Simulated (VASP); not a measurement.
These are PBE GGA, VASP's PBE PAW potentials (set 64) (plane waves; VASP 6.6.1) values and carry that method's errors.

VASP ran on this input.

### INCAR
```
! general
SYSTEM =Cr
PREC   =Accurate
ENCUT  =400   ! plane-wave cut-off (eV)
LREAL  =.FALSE.   ! projection in real space or not
LASPH  =.TRUE.   ! aspherical one-centre terms
ICHARG =11   ! fixed density

! electronic loop
EDIFF  =1E-7   ! SCF stop (eV)
NELM   =100
ALGO   =Normal   ! blocked Davidson
LMAXMIX=4   ! l cut-off of mixed one-centre charges

! smearing
ISMEAR =0
SIGMA  =0.05   ! width (eV)

! functional
GGA    =PE   ! PBE

! spin
ISPIN  =2
MAGMOM =1.0 -1.0

! output
LWAVE  =.FALSE.
LCHARG =.FALSE.
LORBIT =11   ! lm-projected
```

**POSCAR**
```
Cr
1
    2.8573166568     0.0000000000     0.0000000000
    0.0000000000     2.8573166568     0.0000000000
    0.0000000000     0.0000000000     2.8573166568
Cr
2
Direct
  0.0000000000   0.0000000000   0.0000000000
  0.5000000000   0.5000000000   0.5000000000
```

File KPOINTS:
```
k-points along high-symmetry lines
15
Line-mode
Reciprocal
  0.000000   0.000000   0.000000 ! GAMMA
  0.000000   0.500000   0.000000 ! X

  0.000000   0.500000   0.000000 ! X
  0.500000   0.500000   0.000000 ! M

  0.500000   0.500000   0.000000 ! M
  0.000000   0.000000   0.000000 ! GAMMA

  0.000000   0.000000   0.000000 ! GAMMA
  0.500000   0.500000   0.500000 ! R

  0.500000   0.500000   0.500000 ! R
  0.000000   0.500000   0.000000 ! X

  0.500000   0.500000   0.500000 ! R
  0.500000   0.500000   0.000000 ! M
```

POTCAR, in this order: Cr_pv (PBE.64 set). Program: vasp_std. Read from the step before: CHGCAR.

The run wrote:

File OSZICAR:
```
       N       E                     dE             d eps       ncg     rms          rms(c)
DAV:   1     0.194530238590E+03    0.19453E+03   -0.13071E+04  5920   0.157E+03
DAV:   2    -0.128791593144E+02   -0.20741E+03   -0.20553E+03  6272   0.447E+02
DAV:   3    -0.190629160650E+02   -0.61838E+01   -0.61105E+01  7376   0.885E+01
DAV:   4    -0.191583745789E+02   -0.95459E-01   -0.95441E-01  7488   0.104E+01
DAV:   5    -0.191605170664E+02   -0.21425E-02   -0.21425E-02  8016   0.116E+00
DAV:   6    -0.191605557727E+02   -0.38706E-04   -0.38705E-04  7592   0.123E-01
DAV:   7    -0.191605565896E+02   -0.81689E-06   -0.81810E-06  7088   0.135E-02
DAV:   8    -0.191605566012E+02   -0.11585E-07   -0.11628E-07  4016   0.142E-03
   1 F= -.19160557E+02 E0= -.19158311E+02  d E =-.449077E-02  mag=    -0.0000
```

File OUTCAR:
```



 magnetization (x)

# of ion       s       p       d       tot
------------------------------------------
    1        0.008   0.015   0.918   0.941
    2       -0.008  -0.015  -0.918  -0.941
--------------------------------------------------
tot          0.000   0.000   0.000   0.000
```
(Selected blocks of OUTCAR.)

OUTCAR:
```
 val. band max:       11.0083066713   @ k =   0.0357   0.5000   0.0000

 cond. band min:      11.0127135602   @ k =   0.0000   0.4643   0.0000



 spin component 1

 k-point     1 :       0.0000    0.0000    0.0000
  band No.  band energies     occupation
      1     -32.7205      1.00000
      2     -32.7205      1.00000
      3     -32.7205      1.00000
      4     -31.5004      1.00000
      5     -31.5004      1.00000
      6     -31.5004      1.00000
      7       3.0180      1.00000
      8       6.6041      1.00000
      9       6.6042      1.00000
     10       9.9272      1.00000
     11       9.9272      1.00000
     12       9.9272      1.00000
     13      12.0644      0.00000
     14      12.0644      0.00000
     15      13.4253      0.00000
     16      13.4253      0.00000

 k-point     2 :       0.0000    0.0357    0.0000
  band No.  band energies     occupation
      1     -32.7216      1.00000
      2     -32.7194      1.00000
      3     -32.7194      1.00000
      4     -31.5035      1.00000
      5     -31.5012      1.00000
      6     -31.5012      1.00000
      7       3.0460      1.00000
      8       6.6185      1.00000
      9       6.6201      1.00000
     10       9.9252      1.00000
     11       9.9252      1.00000
     12       9.9361      1.00000
     13      12.0448      0.00000
     14      12.0718      0.00000
     15      13.3879      0.00000
     16      13.3881      0.00000

 k-point     3 :       0.0000    0.0714    0.0000
  band No.  band energies     occupation
      1     -32.7249      1.00000
      2     -32.7163      1.00000
      3     -32.7163      1.00000
      4     -31.5133      1.00000
      5     -31.5040      1.00000
      6     -31.5040      1.00000
      7       3.1296      1.00000
      8       6.6612      1.00000
      9       6.6672      1.00000
     10       9.9190      1.00000
     11       9.9190      1.00000
     12       9.9623      1.00000
...
```

The density is held fixed in this step, so its total energy and stress have no physical meaning.

The compound is Cr in the bcc, AFM order structure. It was relaxed first.
